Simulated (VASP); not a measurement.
Computed with PBE GGA, VASP's PBE PAW potentials (set 64) (plane waves; VASP).

VASP ran on this input.

KPOINTS:
```
K-points
0
gamma
  10 10 10
0 0 0
```

### KPOINTS_OPT
```
k-points along high-symmetry lines
10
Line-mode
Reciprocal
  0.000000   0.000000   0.000000 ! GAMMA
  0.000000   0.500000   0.000000 ! X

  0.000000   0.500000   0.000000 ! X
  0.500000   0.500000   0.000000 ! M

  0.500000   0.500000   0.000000 ! M
  0.000000   0.000000   0.000000 ! GAMMA

  0.000000   0.000000   0.000000 ! GAMMA
  0.500000   0.500000   0.500000 ! R

  0.500000   0.500000   0.500000 ! R
  0.000000   0.500000   0.000000 ! X

  0.500000   0.500000   0.500000 ! R
  0.500000   0.500000   0.000000 ! M
```

### INCAR
```
! general
SYSTEM =AuZn
PREC   =Accurate
ENCUT  =300
LREAL  =F
LASPH  =T

! electronic loop
EDIFF  =1E-6
NELM   =100
ALGO   =Normal
LMAXMIX=6

! smearing
ISMEAR =1
SIGMA  =0.2

! functional
GGA    =PE

! ions
ISIF   =2

! output
LWAVE  =F
LCHARG =F
```

POSCAR:
```
AuZn
1
    3.1500000000     0.0000000000     0.0000000000
    0.0000000000     3.1500000000     0.0000000000
    0.0000000000     0.0000000000     3.1500000000
Zn Au
1 1
Direct
  0.5000000000   0.5000000000   0.5000000000
  0.0000000000   0.0000000000   0.0000000000
```

POTCAR, in this order: Zn Au (PBE.64 set). Program: vasp_std.

Question: What will the output report for the number of irreducible k-points (NKPTS), largest plane-wave count, number of space-group operations, FFT grid (NGX, NGY, NGZ)?

Answer: 
```yaml
number of irreducible k-points (NKPTS): 56
largest_plane_wave_count: 381
number_of_space_group_operations: 48
FFT grid (NGX, NGY, NGZ): 18 × 18 × 18
```

The structure is a typed AuZn crystal. The cell was not relaxed at this level. The electron count is odd and the run is not spin-polarised, which forces a metal.
